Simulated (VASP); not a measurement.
## RuW: equation of state with PBEsol

The system is RuW.

```
W Ru
1.0
     2.76681    0.00000    0.00000
    -1.38340    2.39613    0.00000
     0.00000    0.00000    4.46224
W Ru
1 1
Direct
  0.66667 0.33333 0.00000
  0.00000 0.00000 0.50000
```

The cell comes from a database or a generator and needn't be the stable form of this composition.

- Program: VASP 6.6.1
- Task: equation of state
- Functional: PBEsol
- Potentials or basis: VASP PAW PBE potentials, release 64 (W_sv, Ru_pv)
- Cutoff: 520 eV
- k mesh: 11 × 11 × 6
- Occupations: fermi-dirac, width 0.05 eV
- Spin: no spin polarisation

```yaml
Equilibrium_volume: 14.56 Å³/atom
Bulk_modulus_at_fixed_shape_and_positions: 327 GPa
Pressure_derivative_of_the_bulk_modulus: 4.5
```

Energy against volume, from the lowest point:
```
volume (Å³/atom)  energy (meV/atom)
          13.904              32.64
          14.200               9.27
          14.496               0.00
          14.791               3.33
          15.087              17.92
          15.383              42.57
          15.679              76.23
```

All runs of the series together: 2.7 min on 1 thread of Intel(R) Xeon(R) Platinum 8488C (Sapphire Rapids), on a shared host.

Caveat: the cell was scaled at fixed shape and fractional positions, which overstates the stiffness of a crystal with free parameters, most of all of layers and chains; the PAW data sets were made with another functional, which shifts forces and pressure a little. The run has no spin-orbit coupling, so splittings on W are missing.
